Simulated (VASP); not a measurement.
These are PBE GGA, VASP's PBE PAW potentials (set 64) (plane waves; VASP 6.6.1) values and carry that method's errors.

Input for VASP

**KPOINTS**
```
Automatic mesh
0
Gamma
13 13 13
0 0 0
```

**POSCAR**
```
CoGa
1
    2.9109900958     0.0000000000     0.0000000000
    0.0000000000     2.9109900958     0.0000000000
    0.0000000000     0.0000000000     2.9109900958
Ga Co
1 1
Direct
  0.5000000000   0.5000000000   0.5000000000
  0.0000000000   0.0000000000   0.0000000000
```

INCAR:
```
GGA  =  PE   ! PBE
SIGMA  =  0.1
LCHARG  =  .FALSE.
ALGO  =  Normal   ! blocked Davidson
ISMEAR  =  1
ENCUT  =  520   ! plane-wave cut-off (eV)
LMAXMIX  =  4   ! l cut-off of mixed one-centre charges
SYSTEM  =  CoGa
EDIFF  =  1E-7   ! SCF stop (eV)
ISIF  =  2
LWAVE  =  .FALSE.
NELM  =  100
PREC  =  Accurate
LREAL  =  .FALSE.
LASPH  =  .TRUE.   ! aspherical one-centre terms
```

POTCAR, in this order: Ga_d Co (PBE.64 set). Program: vasp_std.

What VASP printed:

### OUTCAR
```
 ion  position               nearest neighbor table
   1  0.500  0.500  0.500-   2 2.52   2 2.52   2 2.52   2 2.52   2 2.52   2 2.52   2 2.52   2 2.52
  LATTYP: Found a simple cubic cell.
 ALAT       =     2.9109900958
 Subroutine PRICEL returns:
 Original cell was already a primitive cell.
 Subroutine GETGRP returns: Found 48 space group operations
The static configuration has the point symmetry O_h .
The dynamic configuration has the point symmetry O_h .
 Subroutine INISYM returns: Found 48 space group operations
 Subroutine IBZKPT returns following result:
 Found     84 irreducible k-points:

 Following reciprocal coordinates:
            Coordinates               Weight
  0.000000  0.000000  0.000000      1.000000
  0.076923  0.000000  0.000000      6.000000
  0.153846  0.000000  0.000000      6.000000
  0.230769  0.000000  0.000000      6.000000
  0.307692  0.000000  0.000000      6.000000
  0.384615  0.000000  0.000000      6.000000
  0.461538  0.000000  0.000000      6.000000
  0.076923  0.076923  0.000000     12.000000
  0.153846  0.076923  0.000000     24.000000
  0.230769  0.076923  0.000000     24.000000
...
```

OSZICAR:
```
       N       E                     dE             d eps       ncg     rms          rms(c)
DAV:   1     0.100094321843E+03    0.10009E+03   -0.10902E+04  2624   0.261E+03
DAV:   2    -0.638348732898E+01   -0.10648E+03   -0.10425E+03  2604   0.357E+02
DAV:   3    -0.113844003081E+02   -0.50009E+01   -0.49789E+01  2961   0.823E+01
DAV:   4    -0.114587060417E+02   -0.74306E-01   -0.74294E-01  3365   0.947E+00
DAV:   5    -0.114607517246E+02   -0.20457E-02   -0.20457E-02  3134   0.136E+00    0.946E+00
DAV:   6    -0.127824988425E+02   -0.13217E+01   -0.24566E+01  2872   0.650E+01    0.125E+01
DAV:   7    -0.104845914929E+02    0.22979E+01   -0.10423E+01  2639   0.481E+01    0.158E+00
DAV:   8    -0.104738141909E+02    0.10777E-01   -0.26239E-01  2997   0.547E+00    0.681E-01
DAV:   9    -0.104671671696E+02    0.66470E-02   -0.21941E-02  3401   0.229E+00    0.137E-01
DAV:  10    -0.104668688469E+02    0.29832E-03   -0.69029E-04  3364   0.392E-01    0.638E-02
DAV:  11    -0.104668581829E+02    0.10664E-04   -0.58172E-05  3674   0.131E-01    0.131E-02
DAV:  12    -0.104668574690E+02    0.71390E-06   -0.27943E-06  3133   0.283E-02    0.307E-03
DAV:  13    -0.104668573680E+02    0.10103E-06   -0.39114E-07  2824   0.953E-03    0.150E-03
DAV:  14    -0.104668572911E+02    0.76888E-07   -0.13010E-07  1666   0.657E-03
   1 F= -.10466857E+02 E0= -.10467121E+02  d E =0.792546E-03
```

OUTCAR:
```
------------------------ aborting loop because EDIFF is reached ----------------------------------------
  FORCE on cell =-STRESS in cart. coord.  units (eV):
  Direction    XX          YY          ZZ          XY          YZ          ZX
  --------------------------------------------------------------------------------------
  Total       -0.7481554     -0.7481554     -0.7481554      0.0000000      0.0000000     -0.0000000
  in kB      -48.5937275    -48.5937275    -48.5937275      0.0000000      0.0000000     -0.0000000
  external PRESSURE =     -48.5937275 kB  Pullay stress =       0.0000000 kB
  volume of cell :       24.67
      direct lattice vectors                 reciprocal lattice vectors
     2.910990096  0.000000000  0.000000000     0.343525731  0.000000000  0.000000000
     0.000000000  2.910990096  0.000000000     0.000000000  0.343525731  0.000000000
     0.000000000  0.000000000  2.910990096     0.000000000  0.000000000  0.343525731
 POSITION                                       TOTAL-FORCE (eV/Angst)
 -----------------------------------------------------------------------------------
      1.45550      1.45550      1.45550         0.000000      0.000000      0.000000
      0.00000      0.00000      0.00000         0.000000      0.000000      0.000000
 -----------------------------------------------------------------------------------
    total drift:                                0.000000      0.000000     -0.000000
  FREE ENERGIE OF THE ION-ELECTRON SYSTEM (eV)
  ---------------------------------------------------
  free  energy   TOTEN  =       -10.4668572911 eV

  energy  without entropy=      -10.4676498369  energy(sigma->0) =      -10.46712147
```
(Selected blocks of OUTCAR.)

The compound is CoGa in the CsCl type structure. This cell is one point of a volume scan, at 1.03 of the reference volume. The run is not spin-polarised, so no magnetic state was tried.
